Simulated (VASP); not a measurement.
Level of theory: vdW-DF-cx, VASP's PBE PAW potentials (set 64) (plane waves; VASP 6.6.1).

VASP ran on this input.

File POSCAR:
```
CoAl
1.0
  2.8600000000   0.0000000000   0.0000000000
  0.0000000000   2.8600000000   0.0000000000
  0.0000000000   0.0000000000   2.8600000000
Al Co
1 1
Direct
  0.5000000000   0.5000000000   0.5000000000
  0.0000000000   0.0000000000   0.0000000000
```

### INCAR
```
! general
SYSTEM   = CoAl
PREC     = Accurate
ENCUT    = 520
LREAL    = .FALSE.   ! projection in real space or not
LASPH    = .TRUE.

! electronic loop
EDIFF    = 1E-6   ! SCF stop (eV)
NELM     = 100   ! most electronic steps
ALGO     = Normal   ! blocked Davidson
LMAXMIX  = 4   ! l cut-off of mixed one-centre charges

! smearing
ISMEAR   = 1   ! Methfessel-Paxton
SIGMA    = 0.1   ! width (eV)

! functional
GGA      = CX
LUSE_VDW = .TRUE.
AGGAC    = 0.0

! ions
IBRION   = 2
NSW      = 60
ISIF     = 3
EDIFFG   = -0.01   ! ionic stop

! output
LWAVE    = .FALSE.
LCHARG   = .FALSE.
```

**KPOINTS**
```
Automatic
0
Gamma
11 11 11
0 0 0
```

POTCAR, in this order: Al Co (PBE.64 set). Program: vasp_std.

Energy and stress use the plane-wave basis of the starting cell.

Predict the energy per atom (σ→0), volume per atom, band gap (on the k-mesh).

| Item | Value |
|---|---|
| energy per atom (σ→0) | -4.343 eV/atom |
| band gap (on the k-mesh) | none (metal, semimetal or under 0.01 eV) |
| volume per atom | 11.32 Å^3/atom |

OSZICAR:
```
...
DAV:   2    -0.909701375739E+01   -0.24745E+00   -0.68106E+00  1256   0.384E+01    0.499E+00
DAV:   3    -0.869113247323E+01    0.40588E+00   -0.27578E+00  1294   0.254E+01    0.563E-01
DAV:   4    -0.868801988814E+01    0.31126E-02   -0.92633E-03  1124   0.103E+00    0.263E-01
DAV:   5    -0.868722087053E+01    0.79902E-03   -0.24605E-03  1628   0.572E-01    0.430E-02
DAV:   6    -0.868723028489E+01   -0.94144E-05   -0.58644E-05  1208   0.119E-01    0.119E-02
DAV:   7    -0.868722839831E+01    0.18866E-05   -0.45856E-06  1186   0.363E-02    0.255E-03
DAV:   8    -0.868722843122E+01   -0.32906E-07   -0.45510E-07   560   0.950E-03
   3 F= -.86872284E+01 E0= -.86869826E+01  d E =-.138108E-01
```

The compound is CoAl in the CsCl type structure. This run relaxes it. Symmetry was kept, so distortions that lower it aren't found. The run is not spin-polarised, so no magnetic state was tried.
